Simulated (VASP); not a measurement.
Consider the following.

```
CELL_PARAMETERS angstrom
      4.50256     0.00000     0.00000
     -2.25128     3.89933     0.00000
      0.00000     0.00000     7.13391
ATOMIC_POSITIONS crystal
  Mg 0.00000 0.00000 0.00000
  Mg 0.33333 0.66667 0.36662
  Mg 0.66667 0.33333 0.63338
  Sb 0.33333 0.66667 0.77187
  Sb 0.66667 0.33333 0.22813
```

These are PBE GGA, VASP's PBE PAW potentials (set 64) (plane waves; VASP 6.6.1) values and carry that method's errors. Settings: 300 eV cut-off, 7×7×4 Γ-centred mesh, Fermi-Dirac smearing of 0.050 eV, potentials Mg Sb.

Give the force on each atom (eV/Å).

```
atom     Fx     Fy      Fz
----  -----  -----  ------
Mg1   0.000  0.000   0.000
Mg2   0.000  0.000   0.038
Mg3   0.000  0.000  -0.038
Sb4   0.000  0.000   0.275
Sb5   0.000  0.000  -0.275
```

Give the stress tensor in GPa (positive for a compressed cell).

```
3.32  0.00  0.00
0.00  3.32  0.00
0.00  0.00  2.96
```
The pressure is its mean diagonal, 3.20 GPa.

The structure comes from a computed database's Mg3Sb2 entry; how it stands against other phases isn't given here. The cell was not relaxed at this level.
